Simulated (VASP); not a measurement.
OSZICAR of a VASP run on Se (trig):

### OSZICAR
```
       N       E                     dE             d eps       ncg     rms          rms(c)
DAV:   1     0.894101881503E+02    0.89410E+02   -0.72740E+03   442   0.114E+03
DAV:   2    -0.369884862154E+01   -0.93109E+02   -0.88999E+02   570   0.176E+02
DAV:   3    -0.105554978528E+02   -0.68566E+01   -0.67436E+01   517   0.551E+01
DAV:   4    -0.106337826833E+02   -0.78285E-01   -0.78193E-01   527   0.688E+00
DAV:   5    -0.106344372753E+02   -0.65459E-03   -0.65458E-03   537   0.637E-01    0.646E+00
DAV:   6    -0.105693497078E+02    0.65088E-01   -0.41729E-02   497   0.149E+00    0.398E+00
DAV:   7    -0.105476448350E+02    0.21705E-01   -0.80514E-02   472   0.204E+00    0.197E-01
DAV:   8    -0.105469955001E+02    0.64933E-03   -0.10337E-02   452   0.723E-01    0.104E-01
DAV:   9    -0.105471173627E+02   -0.12186E-03   -0.32182E-04   572   0.140E-01    0.299E-02
DAV:  10    -0.105471443575E+02   -0.26995E-04   -0.56658E-05   492   0.583E-02    0.919E-03
DAV:  11    -0.105471474181E+02   -0.30606E-05   -0.10973E-05   512   0.222E-02    0.401E-03
DAV:  12    -0.105471470122E+02    0.40586E-06   -0.22359E-06   341   0.110E-02
   1 F= -.10547147E+02 E0= -.10547147E+02  d E =-.105471E+02
       N       E                     dE             d eps       ncg     rms          rms(c)
DAV:   1    -0.105480653881E+02   -0.91797E-03   -0.26243E-02   457   0.102E+00    0.127E-01
DAV:   2    -0.105477665912E+02    0.29880E-03   -0.68591E-04   507   0.182E-01    0.595E-02
DAV:   3    -0.105476484936E+02    0.11810E-03   -0.35230E-04   477   0.110E-01    0.165E-02
DAV:   4    -0.105476492836E+02   -0.78997E-06   -0.74143E-06   522   0.207E-02
   2 F= -.10547649E+02 E0= -.10547649E+02  d E =-.502271E-03
       N       E                     dE             d eps       ncg     rms          rms(c)
DAV:   1    -0.105482083771E+02   -0.55988E-03   -0.28281E-02   447   0.105E+00    0.132E-01
DAV:   2    -0.105478852319E+02    0.32315E-03   -0.74355E-04   517   0.189E-01    0.616E-02
DAV:   3    -0.105477585812E+02    0.12665E-03   -0.38118E-04   482   0.114E-01    0.172E-02
DAV:   4    -0.105477594617E+02   -0.88043E-06   -0.82030E-06   522   0.217E-02
   3 F= -.10547759E+02 E0= -.10547759E+02  d E =-.612449E-03
       N       E                     dE             d eps       ncg     rms          rms(c)
DAV:   1    -0.105480550594E+02   -0.29648E-03   -0.14413E-02   442   0.771E-01    0.679E-02
DAV:   2    -0.105480028922E+02    0.52167E-04   -0.74158E-04   547   0.179E-01    0.337E-02
DAV:   3    -0.105479806890E+02    0.22203E-04   -0.43840E-05   502   0.437E-02    0.109E-02
DAV:   4    -0.105479802509E+02    0.43815E-06   -0.78859E-06   527   0.182E-02
   4 F= -.10547980E+02 E0= -.10547980E+02  d E =-.220789E-03
       N       E                     dE             d eps       ncg     rms          rms(c)
DAV:   1    -0.105479975810E+02   -0.16892E-04   -0.85428E-04   457   0.187E-01    0.163E-02
DAV:   2    -0.105479942834E+02    0.32976E-05   -0.42476E-05   547   0.428E-02    0.829E-03
DAV:   3    -0.105479931869E+02    0.10965E-05   -0.26298E-06   342   0.111E-02    0.278E-03
DAV:   4    -0.105479933556E+02   -0.16869E-06   -0.77622E-07   251   0.632E-03
   5 F= -.10547993E+02 E0= -.10547993E+02  d E =-.233894E-03
```

Question: Which electronic solver shows in the log?

Answer: It is blocked Davidson (ALGO = Normal, or the opening steps of other solvers). The INCAR had ALGO = Normal.

Question: Can the final energy be trusted as converged?

Answer: The run converged. It stopped with EDIFF = 1E-6, NELM = 100, NSW = 60 and EDIFFG = -0.02 after 5 ionic steps (PW91 GGA, plane waves, VASP's PBE PAW potentials (set 64)). Without a dispersion term in the relaxation, distances and binding between the weakly bound layers, chains or molecules are unreliable, and so is what depends on them.

The compound is Se in the trig structure. This run relaxes it. Symmetry was kept, so distortions that lower it aren't found. The start is the result of an earlier pass.
